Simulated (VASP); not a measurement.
Here is the system:

```xyz
1
Lattice="0.0000 1.9711 1.9711 1.9711 0.0000 1.9711 1.9711 1.9711 0.0000" Properties=species:S:1:pos:R:3 pbc="T T T"
Pt     0.0000     0.0000     0.0000
```

Computed with r2SCAN meta-GGA, VASP's PBE PAW potentials (set 64) (plane waves; VASP 6.6.1). Run with 530 eV cut-off, 14×14×14 Γ-centred mesh, first-order Methfessel-Paxton smearing of 0.10 eV, potentials Pt.

Finite-difference elastic constants of metals are sensitive to mesh and smearing; shear constants can be off by tens of GPa.

**Question.** Give the elastic stiffness tensor with the ions relaxed (GPa, in the frame of the cell).

**Answer.** 
|  | xx | yy | zz | yz | xz | xy |
|---|---|---|---|---|---|---|
| xx | 352 | 237 | 237 | 0.0 | 0.0 | 0.0 |
| yy | 237 | 352 | 237 | 0.0 | 0.0 | 0.0 |
| zz | 237 | 237 | 352 | 0.0 | 0.0 | 0.0 |
| yz | 0.0 | 0.0 | 0.0 | 65.6 | 0.0 | 0.0 |
| xz | 0.0 | 0.0 | 0.0 | 0.0 | 65.6 | 0.0 |
| xy | 0.0 | 0.0 | 0.0 | 0.0 | 0.0 | 65.6 |

**Question.** Estimate the Hill bulk modulus, Hill shear modulus, Young's modulus, Poisson's ratio.

**Answer.** 
```yaml
hill_bulk_modulus: 275 GPa
hill_shear_modulus: 62.2 GPa
Young's modulus: 174 GPa
Poisson's ratio: 0.395
```

Measured: C11 358 GPa at 0 K (computed value off by -1.7 %), C12 254 GPa at 0 K (computed value off by -6.6 %), C44 77.4 GPa at 0 K (computed value off by -15.3 %), as given by Changle Li et al., Scripta Materialia (2021), arXiv:2102.01972 [low-temperature values given for 0 K; zero-point effects included].

The compound is Pt in the fcc structure. It was relaxed first.
